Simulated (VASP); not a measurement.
Computed with PBE GGA, VASP's PBE PAW potentials (set 64) (plane waves; VASP).

A VASP calculation is set up with these files.

KPOINTS:
```
Automatic mesh
0
Gamma
8 8 3
0.5 0.5 0.5
```

### INCAR
```
SYSTEM  =  Ho
PREC  =  Accurate; ENCUT  =  300; LREAL  =  F
LASPH  =  T
EDIFF  =  1E-6; NELM  =  100; ALGO  =  Normal
LMAXMIX  =  6
ISMEAR  =  0; SIGMA  =  0.2
GGA  =  PE
ISPIN  =  2; MAGMOM  =  4*4.0
ISIF  =  2
LWAVE  =  F; LCHARG  =  F; LORBIT  =  11
```

POSCAR:
```
Ho
1
    3.6309180000     0.0000000000     0.0000000000
   -1.8154590000     3.1444670000     0.0000000000
    0.0000000000     0.0000000000    11.6825020000
Ho
4
Direct
  0.0000000000   0.0000000000   0.0000000000
  0.0000000000   0.0000000000   0.5000000000
  0.3333330000   0.6666670000   0.2500000000
  0.6666670000   0.3333330000   0.7500000000
```

POTCAR, in this order: Ho (PBE.64 set). Program: vasp_std.

What VASP printed:

File OUTCAR:
```
 ion  position               nearest neighbor table
   1  0.000  0.000  0.000-   3 3.60   4 3.60   3 3.60   4 3.60   4 3.60   3 3.60
   2  0.000  0.000  0.500-   3 3.60   4 3.60   3 3.60   4 3.60   4 3.60   3 3.60
   3  0.333  0.667  0.250-   1 3.60   2 3.60   1 3.60   2 3.60   1 3.60   2 3.60
   4  0.667  0.333  0.750-   1 3.60   2 3.60   1 3.60   2 3.60   1 3.60   2 3.60
  LATTYP: Found a hexagonal cell.
 ALAT       =     3.6309180000
 C/A-ratio  =     3.2175064267
 Subroutine PRICEL returns:
 Original cell was already a primitive cell.
 Subroutine GETGRP returns: Found 24 space group operations
The static configuration has the point symmetry D_3d.
 The point group associated with its full space group is D_6h.
The dynamic configuration has the point symmetry D_3d.
The overall configuration has the point symmetry D_3d.
 Subroutine INISYM returns: Found 24 space group operations
 Subroutine IBZKPT returns following result:
 Found     40 irreducible k-points:

 Following reciprocal coordinates:
            Coordinates               Weight
  0.062500  0.062500  0.166667     12.000000
  0.187500  0.062500  0.166667     24.000000
  0.312500  0.062500  0.166667     24.000000
  0.437500  0.062500  0.166667     24.000000
 -0.437500  0.062500  0.166667     24.000000
 -0.312500  0.062500  0.166667     24.000000
 -0.187500  0.062500  0.166667     24.000000
 -0.062500  0.062500  0.166667     12.000000
  0.187500  0.187500  0.166667     12.000000
  0.312500  0.187500  0.166667     24.000000
  0.437500  0.187500  0.166667     24.000000
 -0.437500  0.187500  0.166667     24.000000
 -0.312500  0.187500  0.166667     24.000000
 -0.187500  0.187500  0.166667     12.000000
  0.312500  0.312500  0.166667     12.000000
  0.437500  0.312500  0.166667     24.000000
 -0.437500  0.312500  0.166667     24.000000
 -0.312500  0.312500  0.166667     12.000000
  0.437500  0.437500  0.166667     12.000000
...
```

OSZICAR:
```
...
DAV:  12    -0.342759213250E+02    0.62490E+01   -0.76996E+00 11970   0.342E+01    0.604E+01
DAV:  13    -0.242405866618E+02    0.10035E+02   -0.40689E+00 12836   0.206E+01    0.588E+01
DAV:  14    -0.224575478924E+02    0.17830E+01   -0.19763E+00 14822   0.656E+00    0.555E+01
DAV:  15    -0.224310444358E+02    0.26503E-01   -0.32782E-01 16672   0.193E+00    0.541E+01
DAV:  16    -0.222505203042E+02    0.18052E+00   -0.24532E-02 15078   0.678E-01    0.536E+01
DAV:  17    -0.248005841747E+02   -0.25501E+01   -0.37207E-01 12114   0.633E+00    0.575E+01
DAV:  18    -0.242697655680E+02    0.53082E+00   -0.23667E-01 13164   0.594E+00    0.548E+01
DAV:  19    -0.241669569392E+02    0.10281E+00   -0.28359E-02 14880   0.120E+00    0.544E+01
DAV:  20    -0.243061137368E+02   -0.13916E+00   -0.10658E-02 15172   0.961E-01    0.546E+01
DAV:  21    -0.241198600012E+02    0.18625E+00   -0.27376E-02 13966   0.190E+00    0.541E+01
DAV:  22    -0.237103878251E+02    0.40947E+00   -0.52153E-01 13156   0.892E+00    0.533E+01
DAV:  23    -0.240376775226E+02   -0.32729E+00   -0.22763E+00 13930   0.107E+01    0.564E+01
DAV:  24    -0.243248252021E+02   -0.28715E+00   -0.39214E-01 13570   0.795E+00    0.594E+01
DAV:  25    -0.235512123060E+02    0.77361E+00   -0.23673E+00 13286   0.149E+01    0.636E+01
DAV:  26    -0.246205262216E+02   -0.10693E+01   -0.48155E-01 14304   0.481E+00    0.611E+01
DAV:  27    -0.247004316023E+02   -0.79905E-01   -0.22888E-01 15082   0.302E+00    0.587E+01
DAV:  28    -0.247491137706E+02   -0.48682E-01   -0.16827E+00 13414   0.556E+00    0.547E+01
DAV:  29    -0.254082552405E+02   -0.65914E+00   -0.10689E+00 13730   0.111E+01    0.430E+01
DAV:  30    -0.256142460855E+02   -0.20599E+00   -0.46560E-01 14662   0.703E+00    0.352E+01
DAV:  31    -0.254776605072E+02    0.13659E+00   -0.36258E-01 14070   0.777E+00    0.314E+01
DAV:  32    -0.256156589469E+02   -0.13800E+00   -0.38075E-01 15990   0.474E+00    0.319E+01
DAV:  33    -0.255377807180E+02    0.77878E-01   -0.63117E-02 14372   0.175E+00    0.312E+01
DAV:  34    -0.255229652171E+02    0.14816E-01   -0.98562E-03 16038   0.987E-01    0.313E+01
DAV:  35    -0.255282570794E+02   -0.52919E-02   -0.37058E-03 14816   0.800E-01    0.310E+01
DAV:  36    -0.256540097231E+02   -0.12575E+00   -0.52601E-02 13790   0.319E+00    0.327E+01
DAV:  37    -0.255366220216E+02    0.11739E+00   -0.28341E-02 14116   0.245E+00    0.326E+01
DAV:  38    -0.255310098113E+02    0.56122E-02   -0.87530E-03 14474   0.109E+00    0.315E+01
DAV:  39    -0.256092361810E+02   -0.78226E-01   -0.79876E-02 13248   0.472E+00    0.269E+01
DAV:  40    -0.256636436440E+02   -0.54407E-01   -0.17548E-01 14452   0.784E+00    0.226E+01
DAV:  41    -0.256897470821E+02   -0.26103E-01   -0.77228E-02 15264   0.281E+00    0.213E+01
DAV:  42    -0.256993743471E+02   -0.96273E-02   -0.19413E-02 15634   0.722E-01    0.213E+01
DAV:  43    -0.257110434534E+02   -0.11669E-01   -0.71385E-03 14384   0.148E+00    0.208E+01
DAV:  44    -0.257167529429E+02   -0.57095E-02   -0.28551E-03 14772   0.567E-01    0.208E+01
DAV:  45    -0.257269888838E+02   -0.10236E-01   -0.87892E-03 13226   0.156E+00    0.210E+01
DAV:  46    -0.257700505607E+02   -0.43062E-01   -0.19002E-02 13958   0.238E+00    0.205E+01
DAV:  47    -0.257736997616E+02   -0.36492E-02   -0.17481E-02 14552   0.214E+00    0.193E+01
DAV:  48    -0.257531110539E+02    0.20589E-01   -0.10071E-02 14136   0.753E-01    0.192E+01
DAV:  49    -0.257595475918E+02   -0.64365E-02   -0.47107E-03 13478   0.697E-01    0.193E+01
DAV:  50    -0.257537470996E+02    0.58005E-02   -0.92440E-04 15306   0.186E-01    0.192E+01
DAV:  51    -0.253489964394E+02    0.40475E+00   -0.85137E-01 13780   0.182E+01    0.291E+01
DAV:  52    -0.254040558859E+02   -0.55059E-01   -0.12059E-01 13834   0.430E+00    0.288E+01
DAV:  53    -0.254495581886E+02   -0.45502E-01   -0.31647E-02 16656   0.135E+00    0.286E+01
DAV:  54    -0.254522967200E+02   -0.27385E-02   -0.46423E-03 17036   0.893E-01    0.285E+01
DAV:  55    -0.254557253879E+02   -0.34287E-02   -0.61668E-03 15272   0.526E-01    0.284E+01
DAV:  56    -0.256241277529E+02   -0.16840E+00   -0.21201E+00 12864   0.218E+01    0.236E+01
DAV:  57    -0.256515434789E+02   -0.27416E-01   -0.34634E-01 14000   0.822E+00    0.203E+01
DAV:  58    -0.257753213351E+02   -0.12378E+00   -0.30246E-01 15012   0.984E+00    0.186E+01
DAV:  59    -0.257550761128E+02    0.20245E-01   -0.24745E+00 13576   0.173E+01    0.273E+01
DAV:  60    -0.257867940971E+02   -0.31718E-01   -0.81176E-01 15820   0.813E+00    0.214E+01
DAV:  61    -0.256332977440E+02    0.15350E+00   -0.32433E-01 14116   0.106E+01    0.165E+01
DAV:  62    -0.256184233949E+02    0.14874E-01   -0.26443E-01 14408   0.602E+00    0.107E+01
DAV:  63    -0.257383886724E+02   -0.11997E+00   -0.16676E-01 14432   0.518E+00    0.103E+01
DAV:  64    -0.256738822069E+02    0.64506E-01   -0.66688E-02 14780   0.354E+00    0.911E+00
DAV:  65    -0.257135667129E+02   -0.39685E-01   -0.57968E-02 16100   0.199E+00    0.836E+00
DAV:  66    -0.259050353625E+02   -0.19147E+00   -0.17451E-01 13642   0.664E+00    0.933E+00
DAV:  67    -0.258725187398E+02    0.32517E-01   -0.41369E-02 14296   0.256E+00    0.668E+00
DAV:  68    -0.258765800828E+02   -0.40613E-02   -0.17086E-02 14558   0.177E+00    0.436E+00
DAV:  69    -0.258900552204E+02   -0.13475E-01   -0.70005E-03 15114   0.773E-01    0.395E+00
DAV:  70    -0.259039825691E+02   -0.13927E-01   -0.19738E-03 15398   0.671E-01    0.390E+00
DAV:  71    -0.259240536651E+02   -0.20071E-01   -0.83451E-03 14532   0.255E+00    0.349E+00
DAV:  72    -0.259127345787E+02    0.11319E-01   -0.19554E-02 15530   0.267E+00    0.296E+00
DAV:  73    -0.259268581854E+02   -0.14124E-01   -0.54303E-03 14804   0.113E+00    0.307E+00
DAV:  74    -0.259278635140E+02   -0.10053E-02   -0.24064E-03 15854   0.305E-01    0.322E+00
DAV:  75    -0.259269105570E+02    0.95296E-03   -0.29327E-04 16132   0.807E-02    0.321E+00
DAV:  76    -0.259253657186E+02    0.15448E-02   -0.64723E-04 13690   0.346E-01    0.309E+00
DAV:  77    -0.259259816390E+02   -0.61592E-03   -0.21189E-04 13560   0.366E-01    0.312E+00
DAV:  78    -0.259246988300E+02    0.12828E-02   -0.20676E-04 14794   0.245E-01    0.300E+00
DAV:  79    -0.259253221130E+02   -0.62328E-03   -0.99789E-05 15388   0.108E-01    0.306E+00
DAV:  80    -0.259248580060E+02    0.46411E-03   -0.69550E-05 14136   0.186E-01    0.291E+00
DAV:  81    -0.259266306176E+02   -0.17726E-02   -0.93931E-04 12302   0.604E-01    0.254E+00
DAV:  82    -0.259278527959E+02   -0.12222E-02   -0.26531E-03 13520   0.955E-01    0.198E+00
DAV:  83    -0.259306840101E+02   -0.28312E-02   -0.14729E-03 15234   0.904E-01    0.193E+00
DAV:  84    -0.259317293594E+02   -0.10453E-02   -0.67170E-04 15448   0.509E-01    0.190E+00
DAV:  85    -0.259323599209E+02   -0.63056E-03   -0.39387E-04 14210   0.588E-01    0.180E+00
DAV:  86    -0.259319107989E+02    0.44912E-03   -0.21692E-03 13488   0.153E+00    0.175E+00
DAV:  87    -0.259308244439E+02    0.10864E-02   -0.19414E-03 13744   0.140E+00    0.170E+00
DAV:  88    -0.259299648788E+02    0.85957E-03   -0.20542E-03 14316   0.117E+00    0.156E+00
DAV:  89    -0.259332906823E+02   -0.33258E-02   -0.13898E-03 16336   0.266E-01    0.160E+00
DAV:  90    -0.259339877469E+02   -0.69706E-03   -0.51601E-04 14972   0.931E-02    0.161E+00
DAV:  91    -0.258944024615E+02    0.39585E-01   -0.34565E-02 13864   0.491E+00    0.170E+00
DAV:  92    -0.259211423387E+02   -0.26740E-01   -0.42137E-03 12926   0.477E-01    0.175E+00
DAV:  93    -0.259237549021E+02   -0.26126E-02   -0.68344E-04 15556   0.255E-01    0.177E+00
DAV:  94    -0.259259741675E+02   -0.22193E-02   -0.12140E-03 14418   0.603E-01    0.177E+00
DAV:  95    -0.259277606844E+02   -0.17865E-02   -0.23560E-03 13810   0.978E-01    0.177E+00
DAV:  96    -0.259269939140E+02    0.76677E-03   -0.11881E-02 13748   0.233E+00    0.161E+00
DAV:  97    -0.259295628151E+02   -0.25689E-02   -0.20192E-03 13414   0.335E-01    0.147E+00
DAV:  98    -0.259289794504E+02    0.58336E-03   -0.70700E-04 14838   0.506E-01    0.143E+00
DAV:  99    -0.259302841664E+02   -0.13047E-02   -0.25265E-04 14232   0.406E-01    0.140E+00
DAV: 100    -0.259305883622E+02   -0.30420E-03   -0.35432E-03 13656   0.169E+00
   1 F= -.25930588E+02 E0= -.25721273E+02  d E =-.418630E+00  mag=    15.0848
```

**OUTCAR**
```
------------------------ aborting loop EDIFF was not reached (unconverged)  ----------------------------
  FORCE on cell =-STRESS in cart. coord.  units (eV):
  Direction    XX          YY          ZZ          XY          YZ          ZX
  --------------------------------------------------------------------------------------
  Total        0.4477757      0.4477756      0.0035266      0.0000000      0.0000000     -0.0000000
  in kB        5.3786308      5.3786300      0.0423605      0.0000000      0.0000000     -0.0000000
  external PRESSURE =       3.5998738 kB  Pullay stress =       0.0000000 kB
  volume of cell :      133.38
      direct lattice vectors                 reciprocal lattice vectors
     3.630918000  0.000000000  0.000000000     0.275412444  0.159009460  0.000000000
    -1.815459000  3.144467000  0.000000000     0.000000000  0.318018920  0.000000000
     0.000000000  0.000000000 11.682502000     0.000000000  0.000000000  0.085598102
 POSITION                                       TOTAL-FORCE (eV/Angst)
 -----------------------------------------------------------------------------------
      0.00000      0.00000      0.00000        -0.000000      0.000000     -0.000000
      0.00000      0.00000      5.84125        -0.000000      0.000000     -0.000000
     -0.00000      2.09631      2.92063         0.000000     -0.000000      0.000000
      1.81546      1.04815      8.76188        -0.000000      0.000000      0.000000
 -----------------------------------------------------------------------------------
    total drift:                                0.000000     -0.000000      0.000000
  FREE ENERGIE OF THE ION-ELECTRON SYSTEM (eV)
  ---------------------------------------------------
  free  energy   TOTEN  =       -25.9305883622 eV

  energy  without entropy=      -25.5119581820  energy(sigma->0) =      -25.72127327

 total charge

# of ion       s       p       d       f       tot
--------------------------------------------------
    1        2.116   5.696   0.381  10.329  18.523
    2        2.116   5.696   0.381  10.329  18.523
    3        2.120   5.693   0.397  10.325  18.535
    4        2.120   5.693   0.397  10.325  18.535
--------------------------------------------------
tot          8.472  22.778   1.557  41.309  74.115

 magnetization (x)

# of ion       s       p       d       f       tot
--------------------------------------------------
    1        0.005  -0.016   0.074   3.454   3.516
    2        0.005  -0.016   0.074   3.454   3.516
    3        0.005  -0.014   0.083   3.483   3.556
    4        0.005  -0.014   0.083   3.483   3.556
--------------------------------------------------
tot          0.018  -0.060   0.314  13.873  14.145
```
(Selected blocks of OUTCAR.)

stdout:
```
...
DAV:  81    -0.259266306176E+02   -0.17726E-02   -0.93931E-04 12302   0.604E-01    0.254E+00
DAV:  82    -0.259278527959E+02   -0.12222E-02   -0.26531E-03 13520   0.955E-01    0.198E+00
DAV:  83    -0.259306840101E+02   -0.28312E-02   -0.14729E-03 15234   0.904E-01    0.193E+00
DAV:  84    -0.259317293594E+02   -0.10453E-02   -0.67170E-04 15448   0.509E-01    0.190E+00
DAV:  85    -0.259323599209E+02   -0.63056E-03   -0.39387E-04 14210   0.588E-01    0.180E+00
DAV:  86    -0.259319107989E+02    0.44912E-03   -0.21692E-03 13488   0.153E+00    0.175E+00
DAV:  87    -0.259308244439E+02    0.10864E-02   -0.19414E-03 13744   0.140E+00    0.170E+00
DAV:  88    -0.259299648788E+02    0.85957E-03   -0.20542E-03 14316   0.117E+00    0.156E+00
DAV:  89    -0.259332906823E+02   -0.33258E-02   -0.13898E-03 16336   0.266E-01    0.160E+00
DAV:  90    -0.259339877469E+02   -0.69706E-03   -0.51601E-04 14972   0.931E-02    0.161E+00
DAV:  91    -0.258944024615E+02    0.39585E-01   -0.34565E-02 13864   0.491E+00    0.170E+00
DAV:  92    -0.259211423387E+02   -0.26740E-01   -0.42137E-03 12926   0.477E-01    0.175E+00
DAV:  93    -0.259237549021E+02   -0.26126E-02   -0.68344E-04 15556   0.255E-01    0.177E+00
DAV:  94    -0.259259741675E+02   -0.22193E-02   -0.12140E-03 14418   0.603E-01    0.177E+00
DAV:  95    -0.259277606844E+02   -0.17865E-02   -0.23560E-03 13810   0.978E-01    0.177E+00
DAV:  96    -0.259269939140E+02    0.76677E-03   -0.11881E-02 13748   0.233E+00    0.161E+00
DAV:  97    -0.259295628151E+02   -0.25689E-02   -0.20192E-03 13414   0.335E-01    0.147E+00
DAV:  98    -0.259289794504E+02    0.58336E-03   -0.70700E-04 14838   0.506E-01    0.143E+00
DAV:  99    -0.259302841664E+02   -0.13047E-02   -0.25265E-04 14232   0.406E-01    0.140E+00
DAV: 100    -0.259305883622E+02   -0.30420E-03   -0.35432E-03 13656   0.169E+00

 -----------------------------------------------------------------------------
|                                                                             |
|           W    W    AA    RRRRR   N    N  II  N    N   GGGG   !!!           |
|           W    W   A  A   R    R  NN   N  II  NN   N  G    G  !!!           |
|           W    W  A    A  R    R  N N  N  II  N N  N  G       !!!           |
|           W WW W  AAAAAA  RRRRR   N  N N  II  N  N N  G  GGG   !            |
|           WW  WW  A    A  R   R   N   NN  II  N   NN  G    G                |
|           W    W  A    A  R    R  N    N  II  N    N   GGGG   !!!           |
|                                                                             |
|     The electronic self-consistency was not achieved in the given           |
|     number of steps (NELM). The forces and other quantities evaluated       |
|     might not be reliable so examine the results carefully. If you find     |
|     spurious results, we suggest increasing NELM, if you were close to      |
|     convergence or switching to a different ALGO or adjusting the           |
|     density mixing parameters otherwise.                                    |
|                                                                             |
 -----------------------------------------------------------------------------

   1 F= -.25930588E+02 E0= -.25721273E+02  d E =-.418630E+00  mag=    15.0848
```

The run did not converge; its last values are not results.

At this cut-off the stress carries a Pulay error, which pulls relaxed volumes low.

The structure was generated: Ho was put into an ordered model structure, which need not be its known phase. The cell was not relaxed at this level.
